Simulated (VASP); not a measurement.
Method: PBE GGA, VASP's PBE PAW potentials (set 64) (plane waves; VASP).

Input for VASP

**POSCAR**
```
BN
2.5128760
  0.4999999926  -0.8660255473   0.0000000000
  0.4999999926   0.8660255473   0.0000000000
  0.0000000000   0.0000000000   3.0436557738
B N
2 2
Cart
  0.4999999926   0.2886757598   0.7609139435
  0.4999999926  -0.2886757598   2.2827418304
  0.4999999926  -0.2886757598   0.7609139435
  0.4999999926   0.2886757598   2.2827418304
```

**KPOINTS**
```
Automatic mesh
0
Gamma
11 11 4
0 0 0
```

INCAR:
```
ALGO=Normal
EDIFF=1E-7
ENCUT=520
GGA=PE
ISIF=2
ISMEAR=-5
LASPH=.True.
LCHARG=.True.
LEFG=.True.
LORBIT=11
LREAL=.False.
LWAVE=.False.
NEDOS=601
NELM=100
PREC=Accurate
SYSTEM=BN
```

POTCAR, in this order: B N (PBE.64 set). Program: vasp_std.

The run wrote:

**OSZICAR**
```
       N       E                     dE             d eps       ncg     rms          rms(c)
DAV:   1     0.747699762051E+02    0.74770E+02   -0.81955E+03  1152   0.121E+03
DAV:   2    -0.336445264744E+02   -0.10841E+03   -0.98303E+02  1744   0.266E+02
DAV:   3    -0.387873313543E+02   -0.51428E+01   -0.51072E+01  1484   0.628E+01
DAV:   4    -0.388498946467E+02   -0.62563E-01   -0.62519E-01  1428   0.751E+00
DAV:   5    -0.388510026767E+02   -0.11080E-02   -0.11079E-02  1460   0.995E-01    0.112E+01
DAV:   6    -0.356003609552E+02    0.32506E+01   -0.82243E+00  1356   0.234E+01    0.505E+00
DAV:   7    -0.352971753201E+02    0.30319E+00   -0.50028E-01  1472   0.609E+00    0.313E+00
DAV:   8    -0.352036208696E+02    0.93554E-01   -0.34562E-01  1420   0.441E+00    0.445E-01
DAV:   9    -0.352007170239E+02    0.29038E-02   -0.14502E-02  1380   0.107E+00    0.188E-01
DAV:  10    -0.352022484666E+02   -0.15314E-02   -0.16354E-03  1376   0.358E-01    0.431E-02
DAV:  11    -0.352024345065E+02   -0.18604E-03   -0.22910E-04  1440   0.140E-01    0.281E-02
DAV:  12    -0.352024358010E+02   -0.12945E-05   -0.54262E-05  1340   0.636E-02    0.489E-03
DAV:  13    -0.352024361693E+02   -0.36830E-06   -0.25521E-06  1488   0.143E-02    0.128E-03
DAV:  14    -0.352024363397E+02   -0.17047E-06   -0.22226E-07  1320   0.426E-03    0.528E-04
DAV:  15    -0.352024363387E+02    0.99908E-09   -0.70343E-09  1044   0.802E-04
   1 F= -.35202436E+02 E0= -.35202436E+02  d E =0.000000E+00
```

### OUTCAR
```
------------------------ aborting loop because EDIFF is reached ----------------------------------------
  FORCE on cell =-STRESS in cart. coord.  units (eV):
  Direction    XX          YY          ZZ          XY          YZ          ZX
  --------------------------------------------------------------------------------------
  Total       -0.0292970     -0.0292970      0.0755262     -0.0000000     -0.0000000      0.0000000
  in kB       -1.1222624     -1.1222628      2.8931348     -0.0000000     -0.0000000      0.0000000
  external PRESSURE =       0.2162032 kB  Pullay stress =       0.0000000 kB
  volume of cell :       41.83
      direct lattice vectors                 reciprocal lattice vectors
     1.256437981 -2.176214813  0.000000000     0.397950402 -0.229756730  0.000000000
     1.256437981  2.176214813  0.000000000     0.397950402  0.229756730  0.000000000
     0.000000000  0.000000000  7.648329546     0.000000000  0.000000000  0.130747504
  FREE ENERGIE OF THE ION-ELECTRON SYSTEM (eV)
  ---------------------------------------------------
  free  energy   TOTEN  =       -35.2024363387 eV

  energy  without entropy=      -35.2024363387  energy(sigma->0) =      -35.20243634

 total charge

# of ion       s       p       d       tot
------------------------------------------
    1        0.740   1.412   0.000   2.152
    2        0.740   1.412   0.000   2.152
    3        1.224   2.787   0.000   4.011
    4        1.224   2.787   0.000   4.011
--------------------------------------------------
tot          3.927   8.399   0.000  12.326
```
(Selected blocks of OUTCAR.)

OUTCAR:
```
 val. band max:        1.1473954197   @ k =   0.3636   0.2727   0.0000

 cond. band min:       5.7030896999   @ k =   0.4545   0.0909   0.0000


 Fermi energy:         1.1934350474

 k-point     1 :       0.0000    0.0000    0.0000
  band No.  band energies     occupation
      1     -16.4687      2.00000
      2     -16.3770      2.00000
      3      -4.4962      2.00000
      4      -3.4813      2.00000
      5      -0.1699      2.00000
      6      -0.1698      2.00000
      7      -0.1619      2.00000
      8      -0.1618      2.00000
      9       5.7992      0.00000
     10       9.8394      0.00000
     11      12.1817      0.00000
     12      12.6746      0.00000

 k-point     2 :       0.0909   -0.0000    0.0000
  band No.  band energies     occupation
      1     -16.3101      2.00000
      2     -16.2202      2.00000
      3      -4.2790      2.00000
      4      -3.2772      2.00000
      5      -0.8245      2.00000
      6      -0.8216      2.00000
      7      -0.4714      2.00000
      8      -0.4621      2.00000
      9       6.0855      0.00000
     10       9.8938      0.00000
     11      12.2059      0.00000
     12      12.5973      0.00000

 k-point     3 :       0.1818    0.0000    0.0000
  band No.  band energies     occupation
      1     -15.8449      2.00000
      2     -15.7609      2.00000
      3      -3.6381      2.00000
      4      -2.6778      2.00000
      5      -2.4380      2.00000
      6      -2.4313      2.00000
      7      -1.1809      2.00000
      8      -1.1691      2.00000
      9       6.8537      0.00000
     10       9.8695      0.00000
     11      11.8725      0.00000
     12      11.8755      0.00000

 k-point     4 :       0.2727    0.0000    0.0000
  band No.  band energies     occupation
      1     -15.1139      2.00000
      2     -15.0403      2.00000
      3      -4.4049      2.00000
      4      -4.3924      2.00000
      5      -2.6144      2.00000
      6      -1.9580      2.00000
...
```

Without a dispersion term in the relaxation, distances and binding between the weakly bound layers, chains or molecules are unreliable, and so is what depends on them.

The compound is BN in the hex structure. It was relaxed first, which changed the volume by +16 %.
